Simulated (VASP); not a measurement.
# NiSb (Breithauptite) with r2SCAN + rVV10: from relaxation to properties, part 11 of 11

What structure does NiSb (Breithauptite) take at this level, and what are its properties? The start is a cell from a database of measured crystal structures.

VASP 6.6.1, plane waves and PAW; the level of theory is named at each step.

Still holding for the runs below: This run allows spin, but its moments start at zero, where symmetry between the spins tends to hold them, which is where the search above led.

So far. Step 10 (Bands along the symmetry lines (r2SCAN + rVV10)): There is no gap at this level. Step 11 (Total and projected DOS (r2SCAN + rVV10)): The finer mesh and the other smearing move the Fermi level by +0.03 eV from the 7×7×5 run, a small shift, which tests the Fermi level alone. Of the states within 0.3 eV of the Fermi level, the largest shares in the PAW spheres are Ni d 54 %, Sb p 14 % and Ni p 6 %. The relaxed cell has a = 3.916, c = 5.109 Å (conventional setting).

The database entry behind the starting cell differs from later determinations by our own check (c about 0.3 % short), so it need not match the best structure at ambient conditions.

## Step 12: Vibrations at Γ (r2SCAN + rVV10) (continued)

Level of this step: r2SCAN with rVV10, zero-moment start; plane waves and PAW (Ni, Sb) (VASP).

From OUTCAR (step 12):

```text
   k-points           NKPTS =     80   k-points in BZ     NKDIM =     80   number of bands    NBANDS=     23

   NELECT =      30.0000    total number of electrons

 E-fermi :  10.0899

 spin component 1
 k-point     1 :       0.0000    0.0000    0.0000
  band No.  band energies     occupation
    ...
      9       7.8268      1.00000
     10       7.8269      1.00000
     11       8.6517      1.00000
     12       8.6517      1.00000
     13       9.9950      0.85582
     14      10.6552     -0.00024
     15      10.6552     -0.00024
     16      12.6723     -0.00000
     17      12.6723     -0.00000
     18      13.6288     -0.00000
    ...

 k-point     2 :       0.0909    0.0000    0.0000
  band No.  band energies     occupation
    ...
     10       7.8479      1.00000
     11       8.6430      1.00000
     12       8.6519      1.00000
     13       9.8587      1.03467
     14       9.9608      0.93943
     15      10.2583      0.00002
     16      12.2016     -0.00000
     17      13.0412     -0.00000
     18      14.2329      0.00000
     19      14.6221      0.00000
    ...

  Total       -0.1072657     -0.1072657     -0.0675854      0.0000000      0.0000000      0.0000000
  in kB       -2.5325676     -2.5325676     -1.5957065      0.0000000      0.0000000      0.0000000
  external PRESSURE =      -2.2202806 kB  Pullay stress =       0.0000000 kB

 POSITION                                       TOTAL-FORCE (eV/Angst)
 -----------------------------------------------------------------------------------
      0.00000      0.00000      0.00000         0.000000      0.000000     -0.031222
      0.00000      0.00000      2.55441         0.000000      0.000000     -0.030611
     -0.00000      2.26110      1.26220        -0.000000     -0.000000      0.104564
      1.95817      1.13055      3.83161        -0.000000      0.000000     -0.042731
 -----------------------------------------------------------------------------------
    total drift:                               -0.000000     -0.000000     -0.000051

  FREE ENERGIE OF THE ION-ELECTRON SYSTEM (eV)
  ---------------------------------------------------
  free  energy   TOTEN  =       -75.6082422114 eV

  energy  without entropy=      -75.6123879564  energy(sigma->0) =      -75.60962413

 Eigenvectors and eigenvalues of the dynamical matrix
 ----------------------------------------------------

   1 f  =    7.838242 THz    49.249130 2PiTHz  261.455625 cm-1    32.416352 meV
             X         Y         Z           dx          dy          dz
      0.000000  0.000000  0.000000     0.000000   -0.000000    0.707107
      0.000000  0.000000  2.554409     0.000000   -0.000000   -0.707107
     -0.000000  2.261097  1.277204    -0.000000    0.000000   -0.000000
      1.958167  1.130548  3.831613     0.000000    0.000000   -0.000000

   2 f  =    6.539658 THz    41.089881 2PiTHz  218.139499 cm-1    27.045839 meV
             X         Y         Z           dx          dy          dz
      0.000000  0.000000  0.000000     0.000003    0.579882    0.000000
      0.000000  0.000000  2.554409     0.000003    0.579882   -0.000000
     -0.000000  2.261097  1.277204    -0.000002   -0.404644    0.000000
      1.958167  1.130548  3.831613    -0.000002   -0.404644    0.000000

   3 f  =    6.539658 THz    41.089881 2PiTHz  218.139499 cm-1    27.045839 meV
             X         Y         Z           dx          dy          dz
      0.000000  0.000000  0.000000    -0.579882    0.000003    0.000000
      0.000000  0.000000  2.554409    -0.579882    0.000003   -0.000000
     -0.000000  2.261097  1.277204     0.404644   -0.000002   -0.000000
      1.958167  1.130548  3.831613     0.404644   -0.000002   -0.000000

   4 f  =    4.971914 THz    31.239457 2PiTHz  165.845201 cm-1    20.562175 meV
             X         Y         Z           dx          dy          dz
      0.000000  0.000000  0.000000    -0.000000   -0.000000   -0.576808
      0.000000  0.000000  2.554409    -0.000000   -0.000000   -0.576808
     -0.000000  2.261097  1.277204     0.000000    0.000000    0.409014
      1.958167  1.130548  3.831613    -0.000000   -0.000000    0.409014

   5 f  =    4.439702 THz    27.895473 2PiTHz  148.092530 cm-1    18.361125 meV
             X         Y         Z           dx          dy          dz
      0.000000  0.000000  0.000000     0.000000    0.000000   -0.000000
      0.000000  0.000000  2.554409     0.000000    0.000000   -0.000000
     -0.000000  2.261097  1.277204    -0.000000   -0.000000   -0.707107
      1.958167  1.130548  3.831613     0.000000    0.000000    0.707107

   6 f  =    4.091229 THz    25.705947 2PiTHz  136.468693 cm-1    16.919954 meV
             X         Y         Z           dx          dy          dz
      0.000000  0.000000  0.000000     0.000000   -0.000000   -0.000000
      0.000000  0.000000  2.554409    -0.000000    0.000000   -0.000000
     -0.000000  2.261097  1.277204    -0.000013   -0.707107    0.000000
      1.958167  1.130548  3.831613     0.000013    0.707107   -0.000000

   7 f  =    4.091229 THz    25.705947 2PiTHz  136.468693 cm-1    16.919954 meV
             X         Y         Z           dx          dy          dz
      0.000000  0.000000  0.000000    -0.000000    0.000000   -0.000000
      0.000000  0.000000  2.554409     0.000000   -0.000000    0.000000
     -0.000000  2.261097  1.277204    -0.707107    0.000013    0.000000
      1.958167  1.130548  3.831613     0.707107   -0.000013   -0.000000

   8 f  =    4.029124 THz    25.315731 2PiTHz  134.397100 cm-1    16.663109 meV
             X         Y         Z           dx          dy          dz
      0.000000  0.000000  0.000000     0.000007   -0.707107    0.000000
      0.000000  0.000000  2.554409    -0.000007    0.707107   -0.000000
     -0.000000  2.261097  1.277204    -0.000000    0.000000   -0.000000
      1.958167  1.130548  3.831613     0.000000   -0.000000   -0.000000

   9 f  =    4.029124 THz    25.315731 2PiTHz  134.397100 cm-1    16.663109 meV
             X         Y         Z           dx          dy          dz
      0.000000  0.000000  0.000000    -0.707107   -0.000007    0.000000
      0.000000  0.000000  2.554409     0.707107    0.000007   -0.000000
     -0.000000  2.261097  1.277204     0.000000   -0.000000    0.000000
      1.958167  1.130548  3.831613    -0.000000    0.000000    0.000000

  10 f/i=    0.015438 THz     0.096998 2PiTHz    0.514949 cm-1     0.063846 meV
             X         Y         Z           dx          dy          dz
      0.000000  0.000000  0.000000    -0.395079    0.087462    0.000000
      0.000000  0.000000  2.554409    -0.395079    0.087462    0.000000
     -0.000000  2.261097  1.277204    -0.566174    0.125338    0.000000
      1.958167  1.130548  3.831613    -0.566174    0.125338    0.000000

  11 f/i=    0.015438 THz     0.096998 2PiTHz    0.514949 cm-1     0.063846 meV
             X         Y         Z           dx          dy          dz
      0.000000  0.000000  0.000000    -0.087462   -0.395079   -0.000000
      0.000000  0.000000  2.554409    -0.087462   -0.395079   -0.000000
     -0.000000  2.261097  1.277204    -0.125338   -0.566174   -0.000000
      1.958167  1.130548  3.831613    -0.125338   -0.566174   -0.000000

  12 f/i=    0.049300 THz     0.309760 2PiTHz    1.644465 cm-1     0.203888 meV
             X         Y         Z           dx          dy          dz
      0.000000  0.000000  0.000000     0.000000   -0.000000    0.409014
      0.000000  0.000000  2.554409     0.000000   -0.000000    0.409014
     -0.000000  2.261097  1.277204     0.000000   -0.000000    0.576808
      1.958167  1.130548  3.831613     0.000000   -0.000000    0.576808

 ELASTIC MODULI CONTR FROM IONIC RELAXATION (kBar)
 Direction    XX          YY          ZZ          XY          YZ          ZX
 --------------------------------------------------------------------------------
 XX        -267.3257    267.3257     -0.0000      0.0000      0.0000      0.0000
 YY         267.3257   -267.3257      0.0000     -0.0000     -0.0000      0.0000
 ZZ          -0.0000      0.0000     -0.0000      0.0000     -0.0000      0.0000
 XY           0.0000     -0.0000      0.0000   -267.3257     -0.0000      0.0000
 YZ           0.0000     -0.0000     -0.0000     -0.0000     -0.0000      0.0000
 ZX           0.0000      0.0000      0.0000      0.0000      0.0000      0.0000
 --------------------------------------------------------------------------------

 magnetization (x)
# of ion       s       p       d       tot
------------------------------------------
    1        0.000  -0.000  -0.000  -0.000
    2        0.000  -0.000  -0.000  -0.000
    3        0.000   0.000  -0.000   0.000
    4        0.000   0.000  -0.000   0.000
--------------------------------------------------
tot          0.000   0.000  -0.000  -0.000

[... 7 parts as in an earlier step ...]

[... 9 further parts left out ...]
```

The last energy, forces, stress and levels in OUTCAR belong to the last displaced cell, not to the cell of POSCAR.

This step gave:

```yaml
bands: 23
irreducible_k_points: 80
pressure_of_the_cell: -0.2292 GPa
largest_force_of_the_cell: 0 eV/Å
```

The modes at Γ (shares of kinetic energy by element, %):

| mode | frequency (cm⁻¹) | symmetry | Ni % | Sb % |
| --- | --- | --- | --- | --- |
| 1 | -1.6 | acoustic | 33 | 67 |
| 2 | -0.5 | acoustic | 33 | 67 |
| 3 | -0.5 | acoustic | 33 | 67 |
| 4 | 134.4 | E2u | 100 | 0 |
| 5 | 134.4 | E2u | 100 | 0 |
| 6 | 136.5 | E2g | 0 | 100 |
| 7 | 136.5 | E2g | 0 | 100 |
| 8 | 148.1 | Bg | 0 | 100 |
| 9 | 165.8 | A2u | 67 | 33 |
| 10 | 218.1 | E1u | 67 | 33 |
| 11 | 218.1 | E1u | 67 | 33 |
| 12 | 261.5 | Bu | 100 | 0 |

Displacements in mode 5 (134.4 cm⁻¹), the largest set to 1:
```
Ni1  0.00 -1.00  0.00
Ni2  0.00  1.00  0.00
Sb3  0.00  0.00  0.00
Sb4  0.00  0.00  0.00
```

Displacements in mode 7 (136.5 cm⁻¹), the largest set to 1:
```
Ni1  0.00  0.00  0.00
Ni2  0.00  0.00  0.00
Sb3  0.00 -1.00  0.00
Sb4  0.00  1.00  0.00
```

The three acoustic modes lie within 1.6 cm⁻¹ of zero, and all others are real. By the characters of their eigenvectors the optical modes sort into (cm⁻¹) Raman active: E2g 136; infrared active: A2u 166, E1u 218; silent: E2u 134, Bg 148, Bu 261. B labels carry no number here, since it depends on the setting of the axes. With a centre of inversion no mode is active in both.

## Step 13: Summary of results

```json
{
  "relaxed volume": "16.96 Å³/atom",
  "relaxed conventional cell a, b, c": "3.916, 3.916, 5.109 Å; angles 90.0, 90.0, 120.0°",
  "space group after relaxing, within 0.02 Å": "P6_3/mmc (No. 194)",
  "moment of the cell": "0 μB",
  "band gap": "none, a metal",
  "DOS at the Fermi level": "1.60 states/eV/cell",
  "highest zone-centre mode": "261 cm⁻¹"
}
```

In words: With r2SCAN + rVV10, NiSb (Breithauptite) relaxes to 16.96 Å³/atom in space group P6_3/mmc (held by the symmetry of the run) and comes out as a metal. Against the listed cell the volume lies -0.8 % (a -0.3 %, c -0.2 %). At r2SCAN + rVV10 the magnetic starts gave no state below the non-magnetic one; other levels were not tested for magnetism. Bands along the symmetry lines (r2SCAN + rVV10): Of the bands kept, 4 cross the Fermi level on this path. Vibrations at Γ (r2SCAN + rVV10): The highest mode in this list at Γ, 261.5 cm⁻¹, is mostly motion of Ni (100 % of the kinetic energy). Spin-orbit coupling is left out, and with elements this heavy it would split and shift bands near the Fermi level. The k-sampling is coarse for a metal, so the Fermi level, pressures and the shape of the cell carry errors. Modes at Γ alone can't show that the crystal is stable at other wave vectors. No search among competing phases was made, and a listed structure need not be the one stable at ambient conditions. All values are for a static lattice at zero temperature.

[Lines on the potential files, build, host, timing and source positions are cut from VASP's logs without a mark.]

[Logs are printed without paths, hosts, clocks, repeated set-up lines and the standing remarks that a program may print on its own settings, such as how far it seeks lower states.]

[Hosts, paths, dates, database ids (printed as entryN), source tags and the programs' standing remarks are cut or masked in the printed files.]

[A measured line is paired with the nearest computed mode of its activity, which favours agreement.]

[In band tables of VASP the shares of atoms and orbitals are scaled to a sum of 1 inside the atoms' spheres.]
